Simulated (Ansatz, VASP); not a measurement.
# MoS2: VASP beside Ansatz

One calculation is typed for both programs; each brings its own data sets. How far apart do they land? The cell is taken from a series of runs on this material, whose earlier steps may have relaxed, scaled, displaced or heated it; both programs get it as it stands.

Main program and level: Ansatz 0.2.0; plane waves, with VASP 6.6.1 beside it; relaxation of cell and atoms at PBEsol.

## Step 1: Starting point

The structure is trigonal, space group P-3m1 (No. 164). Conventional cell: a = 3.141 Å, b = 3.141 Å, c = 6.122 Å, α = 90.00°, β = 90.00°, γ = 120.00°. Nearest to Mo lie 6 S at 2.41 Å. Nearest to S lie 3 Mo at 2.41 Å. Farther neighbours and most contacts between anions are not listed.

As a file:

```cif
data_structure
_symmetry_space_group_name_H-M 'P-3m1'
_symmetry_Int_Tables_number 164
_cell_length_a 3.1408
_cell_length_b 3.1408
_cell_length_c 6.1218
_cell_angle_alpha 90.000
_cell_angle_beta 90.000
_cell_angle_gamma 120.000
_cell_volume 52.30
loop_
_atom_site_label
_atom_site_type_symbol
_atom_site_symmetry_multiplicity
_atom_site_Wyckoff_symbol
_atom_site_fract_x
_atom_site_fract_y
_atom_site_fract_z
_atom_site_occupancy
Mo1 Mo 1 b 0.00000 0.00000 0.50000 1
S1 S 2 d 0.33333 0.66667 0.24091 1
```

## Step 2: VASP: relaxation of cell and atoms, PBEsol

The relaxed volume is the usual yardstick between codes: in a stiff, nearly cubic crystal its relative difference is about their pressure difference at one cell divided by the bulk modulus.

Lines of VASP's logs that name or quote its potential files are left out, and so is its time.

INCAR

```
SYSTEM = MoS2
PREC = Accurate
ENCUT = 500
EDIFF = 1E-07
NELM = 120
ISMEAR = 0
SIGMA = 0.1
LREAL = .FALSE.
ALGO = Normal
GGA = PS
NBANDS = 19
LASPH = .TRUE.
LORBIT = 11
LWAVE = .FALSE.
LCHARG = .FALSE.
ISIF = 3
IBRION = 2
NSW = 80
EDIFFG = -0.005
GGA_COMPAT = .FALSE.
NELMIN = 4
KPAR = 2
```

POSCAR

```
MoS2
1.0
    3.1407520000      0.0000000000      0.0000000000
   -1.5703760000      2.7199710000      0.0000000000
    0.0000000000      0.0000000000      6.1218400000
Mo S
1 2
Direct
    0.0000000000      0.0000000000      0.5000000000
    0.3333333333      0.6666666667      0.2409131895
    0.6666666667      0.3333333333      0.7590868105
```

KPOINTS

```
Automatic mesh
0
Gamma
15 15 8
0 0 0
```

Potentials, in the order of the species: Mo_sv and S (PBE family, release 64).

Started as:

```bash
> mpirun -np 2 vasp_std
```

Numbers of over 12 decimals in the logs are rounded to 6 here.

The program printed:

```text
[banner, memory and clock lines left out]
running    2 mpi-ranks, on    1 nodes
 distrk:  each k-point on    1 cores,    2 groups
 distr:  one band on    1 cores,    1 groups

 POSCAR found type information on POSCAR MoS
 POSCAR found :  2 types and       3 ions
|                                                                             |
|               ----> ADVICE to this user running VASP <----                  |
|                                                                             |
|     You enforced a specific xc type in the INCAR file but a different       |
|     [... a line on the potential file left out ...]
|     I HOPE YOU KNOW WHAT YOU ARE DOING!                                     |
|                                                                             |

 LDA part: xc-table for (Slater+PW92), standard interpolation
 POSCAR, INCAR and KPOINTS ok, starting setup
 FFT: planning ... GRIDC
 FFT: planning ... GRID_SOFT
 FFT: planning ... GRID
 WAVECAR not read
 entering main loop
       N       E                     dE             d eps       ncg     rms          rms(c)
DAV:   1     0.192646136648E+03    0.19265E+03   -0.14812E+04  7720   0.126E+03
DAV:   2    -0.168348299192E+02   -0.20948E+03   -0.20516E+03  9148   0.329E+02
DAV:   3    -0.240417584337E+02   -0.72069E+01   -0.71231E+01  9031   0.580E+01
DAV:   4    -0.241249747484E+02   -0.83216E-01   -0.83121E-01  9035   0.647E+00
DAV:   5    -0.241260842808E+02   -0.11095E-02   -0.11094E-02  8886   0.733E-01    0.249E+01
DAV:   6    -0.231797112023E+02    0.94637E+00   -0.14141E+01  7760   0.214E+01    0.951E+00
DAV:   7    -0.228020674864E+02    0.37764E+00   -0.68294E+00  7553   0.139E+01    0.634E+00
DAV:   8    -0.226202957353E+02    0.18177E+00   -0.97081E-01  7792   0.557E+00    0.193E+00
DAV:   9    -0.226213274235E+02   -0.10317E-02   -0.33663E-02  8746   0.115E+00    0.636E-01
DAV:  10    -0.226198644988E+02    0.14629E-02   -0.14744E-02  8016   0.790E-01    0.181E-01
DAV:  11    -0.226197696002E+02    0.94899E-04   -0.77487E-04  8212   0.188E-01    0.495E-02
DAV:  12    -0.226197326441E+02    0.36956E-04   -0.14776E-04  8136   0.796E-02    0.364E-02
DAV:  13    -0.226197391257E+02   -0.64816E-05   -0.18889E-05  8134   0.256E-02    0.112E-02
DAV:  14    -0.226197390570E+02    0.68722E-07   -0.14746E-06  8482   0.745E-03    0.624E-03
DAV:  15    -0.226197389799E+02    0.77084E-07   -0.74851E-07  8235   0.436E-03
   1 F= -.22619739E+02 E0= -.22616959E+02  d E =-.226197E+02
 curvature:   0.00 expect dE= 0.000E+00 dE for cont linesearch  0.000E+00
 trial: gam= 0.00000 g(F)=  0.270E-05 g(S)=  0.957E-05 ort = 0.000E+00 (trialstep = 0.100E+01)
 search vector abs. value=  0.123E-04
 bond charge predicted
       N       E                     dE             d eps       ncg     rms          rms(c)
DAV:   1    -0.226198502491E+02   -0.11119E-03   -0.26912E-03  7859   0.486E-01    0.122E-01
DAV:   2    -0.226197927837E+02    0.57465E-04   -0.12551E-03  7613   0.223E-01    0.511E-02
DAV:   3    -0.226197406920E+02    0.52092E-04   -0.37493E-04  7502   0.897E-02    0.210E-02
DAV:   4    -0.226197355739E+02    0.51180E-05   -0.31214E-05  7683   0.419E-02    0.664E-03
DAV:   5    -0.226197351126E+02    0.46137E-06   -0.12789E-06  9477   0.739E-03    0.517E-03
DAV:   6    -0.226197343486E+02    0.76398E-06   -0.22219E-07  5552   0.288E-03    0.925E-04
DAV:   7    -0.226197343527E+02   -0.41227E-08   -0.41443E-08  3933   0.157E-03
   2 F= -.22619734E+02 E0= -.22616953E+02  d E =0.462717E-05
 trial-energy change:    0.000005  1 .order    0.000005   -0.000012    0.000022
 step:   0.3615(harm=  0.3615)  dis= 0.00009  next Energy=   -22.619741 (dE=-0.222E-05)
 bond charge predicted
       N       E                     dE             d eps       ncg     rms          rms(c)
DAV:   1    -0.226197875774E+02   -0.53229E-04   -0.10842E-03  7843   0.309E-01    0.776E-02
DAV:   2    -0.226197632170E+02    0.24360E-04   -0.50343E-04  7589   0.141E-01    0.323E-02
DAV:   3    -0.226197426089E+02    0.20608E-04   -0.15079E-04  7460   0.569E-02    0.134E-02
DAV:   4    -0.226197405781E+02    0.20308E-05   -0.12728E-05  7644   0.268E-02    0.424E-03
DAV:   5    -0.226197408845E+02   -0.30642E-06   -0.50706E-07  8145   0.473E-03    0.328E-03
DAV:   6    -0.226197413859E+02   -0.50139E-06   -0.10519E-07  4518   0.230E-03    0.582E-04
DAV:   7    -0.226197413699E+02    0.15979E-07   -0.20151E-08  3786   0.115E-03
   3 F= -.22619741E+02 E0= -.22616961E+02  d E =-.239004E-05
 curvature:  -0.18 expect dE=-0.878E-07 dE for cont linesearch -0.160E-07
 trial: gam=-0.04520 g(F)=  0.148E-07 g(S)=  0.471E-06 ort = 0.104E-05 (trialstep = 0.872E+00)
 search vector abs. value=  0.417E-06
 reached required accuracy - stopping structural energy minimisation
```

Parts of OUTCAR (step 2):

```text
ion  position               nearest neighbor table
   1  0.000  0.000  0.500-   2 2.41   3 2.41   3 2.41   2 2.41   3 2.41   2 2.41
   2  0.333  0.667  0.241-   1 2.41   1 2.41   1 2.41
   3  0.667  0.333  0.759-   1 2.41   1 2.41   1 2.41

  LATTYP: Found a hexagonal cell.
 ALAT       =     3.1407520000
 C/A-ratio  =     1.9491637671

 Subroutine GETGRP returns: Found 12 space group operations
 (whereof 12 operations were pure point group operations)

The static configuration has the point symmetry D_3d.

 Found    192 irreducible k-points:

   k-points           NKPTS =    192   k-points in BZ     NKDIM =    192   number of bands    NBANDS=     19

   dimension x,y,z NGX =    24 NGY =   24 NGZ =   48
   dimension x,y,z NGXF=    48 NGYF=   48 NGZF=   96

   ENCUT  =  500.0 eV  36.75 Ry    6.06 a.u.   5.73  5.73 11.16*2*pi/ulx,y,z

   NELECT =      26.0000    total number of electrons

 k-points in reciprocal lattice and weights: Automatic mesh
   0.00000000  0.00000000  0.00000000       0.001
   0.06666667  0.00000000  0.00000000       0.003
   0.13333333  0.00000000  0.00000000       0.003
   0.20000000 -0.00000000  0.00000000       0.003
   0.26666667  0.00000000  0.00000000       0.003
   0.33333333  0.00000000  0.00000000       0.003
   0.40000000 -0.00000000  0.00000000       0.003
   0.46666667 -0.00000000  0.00000000       0.003
   0.06666667  0.06666667  0.00000000       0.003
[...]
0.33333333  0.26666667  0.50000000       0.007
   0.33333333  0.33333333  0.50000000       0.001

 average (electrostatic) potential at core
       1 -74.2537       2 -84.2342       3 -84.2342

 E-fermi :   7.9492

 k-point     1 :       0.0000    0.0000    0.0000
  band No.  band energies     occupation
    ...
     11       6.3484      2.00000
     12       7.0530      2.00000
     13       7.0530      2.00000
     14       7.8967      1.54234
     15       7.8967      1.54234
     16      11.1143      0.00000
     17      11.1143      0.00000
     18      14.1523      0.00000
     19      14.5795      0.00000

 k-point     2 :       0.0667    0.0000    0.0000
  band No.  band energies     occupation
    ...
     10       6.2306      2.00000
     11       6.3347      2.00000
     12       6.7409      2.00000
     13       6.7848      2.00000
     14       7.9503      0.98694
     15       8.1385      0.00743
     16      10.9163      0.00000
     17      11.0919      0.00000
     18      14.5482      0.00000
     19      14.8384      0.00000

 k-point     3 :       0.1333    0.0000    0.0000
  band No.  band energies     occupation
    ...
     10       5.5479      2.00000
     11       6.3698      2.00000
     12       6.3758      2.00000
     13       6.5847      2.00000
     14       7.9953      0.51403
     15       8.4740      0.00000
     16      10.6761      0.00000
     17      11.0801      0.00000
     18      15.3010      0.00000
     19      15.4287      0.00000

  Total       -0.0013548     -0.0013548      0.0050632      0.0000000      0.0000000      0.0000000
  in kB       -0.0414947     -0.0414947      0.1550795      0.0000000      0.0000000      0.0000000
  external PRESSURE =       0.0240300 kB  Pullay stress =       0.0000000 kB

  energy-cutoff  :      500.00
  volume of cell :       52.31
      direct lattice vectors                 reciprocal lattice vectors
     3.140925922  0.000000000  0.000000000     0.318377455  0.183815310 -0.000000000
    -1.570462961  2.720121621  0.000000000    -0.000000000  0.367630621 -0.000000000
     0.000000000  0.000000000  6.122563421     0.000000000 -0.000000000  0.163330280

 POSITION                                       TOTAL-FORCE (eV/Angst)
 -----------------------------------------------------------------------------------
      0.00000      0.00000      3.06128         0.000000      0.000000      0.000000
     -0.00000      1.81341      1.47491         0.000000      0.000000      0.000392
      1.57046      0.90671      4.64765        -0.000000     -0.000000     -0.000392
 -----------------------------------------------------------------------------------
    total drift:                               -0.000000     -0.000000      0.000000

  FREE ENERGIE OF THE ION-ELECTRON SYSTEM (eV)
  ---------------------------------------------------
  free  energy   TOTEN  =       -22.6197413699 eV

  energy  without entropy=      -22.6141807417  energy(sigma->0) =      -22.61696106

 reached required accuracy - stopping structural energy minimisation

 total charge
# of ion       s       p       d       tot
------------------------------------------
    1        2.297   6.223   3.952  12.472
    2        1.363   2.301   0.000   3.664
    3        1.363   2.301   0.000   3.664
--------------------------------------------------
tot          5.024  10.825   3.952  19.800

[... 3 further parts left out ...]
```

This run has no spin polarisation, so a moment on Mo, if there is one, isn't seen. The run keeps the 12 symmetry operations of its start, so it cannot find a distortion of lower symmetry.

(Continued in part 2 of 2.)

[Lines on the potential files, build, host, timing and source positions are cut from VASP's logs without a mark.]

[Logs are printed without paths, hosts, clocks, repeated set-up lines and the standing remarks that a program may print on its own settings, such as how far it seeks lower states.]

[Hosts, paths, dates, database ids (printed as entryN), source tags and the programs' standing remarks are cut or masked in the printed files.]
